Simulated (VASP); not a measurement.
An input for Quantum ESPRESSO's pw.x (written as the equivalent of a VASP run, and not itself run):

```
&CONTROL
  calculation = 'scf'
  pseudo_dir = './pseudo'
  outdir = './out'
  tprnfor = .true.
  tstress = .true.
/
&SYSTEM
  ibrav = 0
  nat = 3
  ntyp = 2
  ecutwfc = 84
  occupations = 'smearing'
  smearing = 'methfessel-paxton'
  degauss = 0.0147
  input_dft = 'pbe'
/
&ELECTRONS
  conv_thr = 7.3e-08
  electron_maxstep = 100
/
ATOMIC_SPECIES
  Mg 24.305 Mg.upf
  Si 28.085 Si.upf
CELL_PARAMETERS angstrom
     0.0000000    3.1698200    3.1698200
     3.1698200    0.0000000    3.1698200
     3.1698200    3.1698200    0.0000000
ATOMIC_POSITIONS crystal
  Mg   0.2476910  0.2524090  0.2575650
  Mg   0.7470790  0.7476820  0.7462800
  Si   0.0052300 -0.0000920 -0.0038460
K_POINTS automatic
  6 6 6 0 0 0
```

### Question
Translate this input to VASP (INCAR, KPOINTS, POSCAR, choice of POTCAR).

### Answer
One answer among several that fit: 
File KPOINTS:
```
Automatic mesh
0
Gamma
6 6 6
0 0 0
```

File POSCAR:
```
Mg2Si
4.4828020
  0.0000000000   0.7071068497   0.7071068497
  0.7071068497   0.0000000000   0.7071068497
  0.7071068497   0.7071068497   0.0000000000
Mg Si
2 1
Direct
  0.2476910000   0.2524090000   0.2575650000
  0.7470790000   0.7476820000   0.7462800000
  0.0052300000  -0.0000920000  -0.0038460000
```

INCAR:
```
# general
SYSTEM  =  Mg2Si
PREC    =  Accurate
ENCUT   =  240
LREAL   =  .FALSE.   # projection in real space or not
LASPH   =  .TRUE.   # aspherical one-centre terms

# electronic loop
EDIFF   =  1E-6   # SCF stop (eV)
NELM    =  100
ALGO    =  Normal

# smearing
ISMEAR  =  1
SIGMA   =  0.2

# functional
GGA     =  PE   # PBE

# ions
ISIF    =  2

# output
LWAVE   =  .FALSE.
LCHARG  =  .FALSE.
```

POTCAR, in this order: Mg Si (PBE.64 set). Program: vasp_std.

The two are equivalent in intent, not identical: the potentials are each code's own (VASP's PAW set, PseudoDojo norm-conserving files in pw.x), so ENCUT and ecutwfc are chosen apart and not converted; conv_thr bounds pw.x's estimated SCF error, while EDIFF bounds the energy change between steps.

The structure comes from a computed database's Mg2Si entry; how it stands against other phases isn't given here. The cell was not relaxed at this level, atoms are displaced from their ideal sites. The run is one of a series of settings (ENCUT = 240, ISMEAR = 1, SIGMA = 0.2, KPOINTS 6×6×6 Γ-centred mesh against the base run), some of them coarse on purpose.
